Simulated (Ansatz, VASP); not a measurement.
LaPd2: VASP beside Ansatz

File INCAR:

```
PREC     = Accurate       # precision mode
ENCUT    = 520            # plane-wave cutoff, eV
EDIFF    = 1E-7           # SCF threshold, eV
ISMEAR   = -1             # smearing method
SIGMA    = 0.05           # smearing width, eV
LREAL    = F              # projectors in reciprocal space
LASPH    = T              # aspherical terms in the spheres
NELM     = 80             # most SCF steps
ALGO     = Normal         # electronic algorithm
ISIF     = 2              # what is computed and relaxed
LWAVE    = F              # write WAVECAR
LCHARG   = F              # write CHGCAR
GGA      = PE             # functional
NBANDS   = 22             # bands
```

Contents of KPOINTS:

```
regular mesh
0
Gamma
  9 9 9
```

POSCAR

```
LaPd2
1.0
   -2.0038740000      2.0038740000      4.4717310000
    2.0038740000     -2.0038740000      4.4717310000
    2.0038740000      2.0038740000     -4.4717310000
La Pd
1 2
Direct
    0.0000000000      0.0000000000      0.0000000000
    0.2500000000      0.7500000000      0.5000000000
    0.7500000000      0.2500000000      0.5000000000
```

The input input.yaml:

```yaml
crystal:
  lattice:
    - [-2.003874, 2.003874, 4.471731]
    - [2.003874, -2.003874, 4.471731]
    - [2.003874, 2.003874, -4.471731]
  atoms:
    - { symbol: La, position: [0.0, 0.0, 0.0] }
    - { symbol: Pd, position: [0.25, 0.75, 0.5] }
    - { symbol: Pd, position: [0.75, 0.25, 0.5] }
hamiltonian:
  xc: pbe
  pseudopotentials: { kind: paw }
kpoints:
  mp_grid: { grid: [9, 9, 9] }
scf:
  occupations: { method: fermi_dirac, width: 0.05 }
output:
  forces: true
  stress: true
  eigenvalues: true
  write_density: true
  write_potential: true
  elf: true
  volumetric_format: npy
```

The cell comes from a database or a generator and needn't be the stable form of this composition.

Alike in both runs: task single point; functional PBE; k mesh 9 × 9 × 9; occupations fermi-dirac, width 0.05 eV; no spin polarisation.

|  | VASP | Ansatz |
| --- | --- | --- |
| version | VASP 6.6.1 | Ansatz 0.2.0 |
| potentials or method | VASP PAW PBE potentials, release 64 (La, Pd) | Ansatz PAW |
| plane-wave cutoff (eV) | 520 | 420 |
| valence electrons in the cell | 31 | 47 |

```csv
,VASP,Ansatz,Ansatz less VASP
gap on the k mesh at the Fermi level (eV),none,none,-
pressure (GPa),-0.5,-0.5,+0.05
largest component of the traceless stress (GPa),0.06,0.05,-0.012
```

A gap of «none» marks a metal or a gap that the smearing closes. The two sets of potentials don't hold the same shells in valence.

Spin-orbit coupling is left out, which matters for the levels of La.
